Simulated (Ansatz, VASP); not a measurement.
**Cross-check of Zn2H73C38S8N7O24F8 between VASP and Ansatz**

Aim: how closely do two programs agree when they are given the same cell, functional and k mesh? The cell is taken from a series of runs on this material, whose earlier steps may have relaxed, scaled, displaced or heated it; both programs get it as it stands.

Calculated with Ansatz 0.2.0; plane waves, with VASP 6.6.1 beside it; single point at PBEsol.

## (1) Starting point

The cell holds 160 atoms: 38 C, 24 O, 73 H, 7 N, 8 S, 8 F and 2 Zn. Its edges and angles: a = 12.512 Å, b = 12.512 Å, c = 12.512 Å, α = 90.0°, β = 90.0°, γ = 90.0°.

## (2) VASP: single point, PBEsol

A single point gives forces, pressure and levels at one fixed geometry, so differences don't come from the geometry; what else differs is listed under the comparison.

Lines of VASP's logs that name or quote its potential files are left out, and so is its time.

The input, INCAR:

```
SYSTEM = Zn2H73C38S8N7O24F8
PREC = Accurate
ENCUT = 600
EDIFF = 1E-06
NELM = 120
ISMEAR = -1
SIGMA = 0.025
LREAL = Auto
ALGO = Normal
GGA = PS
NBANDS = 378
LORBIT = 11
LWAVE = .FALSE.
LCHARG = .FALSE.
ISIF = 2
LASPH = .TRUE.
GGA_COMPAT = .FALSE.
EFERMI = MIDGAP
```

The input, POSCAR:

```
Zn2H73C38S8N7O24F8
1.0
   12.5122500000      0.0000000000      0.0000000000
    0.0000000000     12.5122500000      0.0000000000
    0.0000000000      0.0000000000     12.5122500000
C O H N S F Zn
38 24 73 7 8 8 2
Direct
    0.5735700000      0.3545900000      0.0618300000
    0.5181500000      0.4618500000      0.0788400000
    0.5308300000      0.5132900000      0.9696000000
    0.6673400000      0.3872500000      0.9919300000
    0.7362200000      0.7181600000      0.8350300000
    0.8508100000      0.7417500000      0.8697100000
    0.9129800000      0.6611900000      0.8044500000
    0.7493000000      0.7003600000      0.7160000000
    0.4340500000      0.1438700000      0.6413900000
    0.3879400000      0.1629300000      0.5302100000
    0.2737500000      0.1244800000      0.5437900000
    0.3408500000      0.1757800000      0.7118200000
    0.4235600000      0.7536200000      0.3410200000
    0.4127100000      0.8629700000      0.3940300000
    0.3178700000      0.9108300000      0.3346200000
    0.3957500000      0.7797900000      0.2259200000
    0.1054600000      0.5170700000      0.9969000000
    0.0782600000      0.4546500000      0.0979400000
    0.1397300000      0.5157100000      0.1837400000
    0.2206100000      0.5476700000      0.0185800000
    0.7268500000      0.1083200000      0.7755000000
    0.7435600000      0.0515700000      0.8820700000
    0.8577700000      0.0826000000      0.9083900000
    0.8348800000      0.0936500000      0.7222700000
    0.5976000000      0.3821300000      0.5491700000
    0.6004800000      0.4097400000      0.6679300000
    0.7190000000      0.4224300000      0.6871700000
    0.6832900000      0.4545400000      0.5032100000
    0.4423000000      0.8886900000      0.9153200000
    0.4472000000      0.9986100000      0.9679800000
[... 124 atom lines left out ...]
    0.7182200000      0.7986900000      0.4594600000
    0.7008300000      0.6787600000      0.1129100000
    0.3671700000      0.6197700000      0.6986700000
    0.1551900000      0.6108800000      0.4260400000
    0.9521300000      0.9619700000      0.3564100000
    0.9049900000      0.5502700000      0.5841400000
```

The input, KPOINTS:

```
Automatic mesh
0
Gamma
1 1 1
0 0 0
```

Potentials, in the order of the species: C, O, H, N, S, F and Zn (PBE family, release 64).

The run is started by

```bash
> export OMP_NUM_THREADS=3
> mpirun -np 1 vasp_gam
```

Numbers of over 12 decimals in the logs are rounded to 6 here.

Output:

```text
[banner, memory and clock lines left out]
running    1 mpi-ranks, on    1 nodes
[...]
Offloading initialized ...    1 GPUs detected
[...]
|                                                                             |
|               ----> ADVICE to this user running VASP <----                  |
|                                                                             |
|     You enforced a specific xc type in the INCAR file but a different       |
|     [... a line on the potential file left out ...]
|     I HOPE YOU KNOW WHAT YOU ARE DOING!                                     |
|                                                                             |

 LDA part: xc-table for (Slater+PW92), standard interpolation
 POSCAR, INCAR and KPOINTS ok, starting setup
[...]
entering main loop
       N       E                     dE             d eps       ncg     rms          rms(c)
DAV:   1     0.511963764083E+04    0.51196E+04   -0.30124E+05   756   0.149E+03
DAV:   2    -0.334279783589E+03   -0.54539E+04   -0.51122E+04   932   0.346E+02
DAV:   3    -0.987144890886E+03   -0.65287E+03   -0.64576E+03   902   0.134E+02
DAV:   4    -0.100946228035E+04   -0.22317E+02   -0.22169E+02   944   0.291E+01
[...]
DAV:  18    -0.918288372126E+03    0.26907E-05   -0.36883E-05   992   0.196E-02    0.127E-02
DAV:  19    -0.918288373456E+03   -0.13301E-05   -0.18687E-05  1048   0.107E-02    0.641E-03
DAV:  20    -0.918288372916E+03    0.54039E-06   -0.25518E-06   728   0.914E-03
   1 F= -.91828837E+03 E0= -.91828837E+03  d E =0.000000E+00
```

From OUTCAR (step 2):

```text
  FREE ENERGIE OF THE ION-ELECTRON SYSTEM (eV)
  ---------------------------------------------------
  free  energy   TOTEN  =      -918.2883729159 eV

  energy  without entropy=     -918.2883729159  energy(sigma->0) =     -918.28837292
```

The run ends at a pressure of 0.01 GPa, with forces up to 0.42 eV/Å.

(Continued in part 2 of 2.)

[Lines on the potential files, build, host, timing and source positions are cut from VASP's logs without a mark.]

[Logs are printed without paths, hosts, clocks, repeated set-up lines and the standing remarks that a program may print on its own settings, such as how far it seeks lower states.]

[Hosts, paths, dates, database ids (printed as entryN), source tags and the programs' standing remarks are cut or masked in the printed files.]
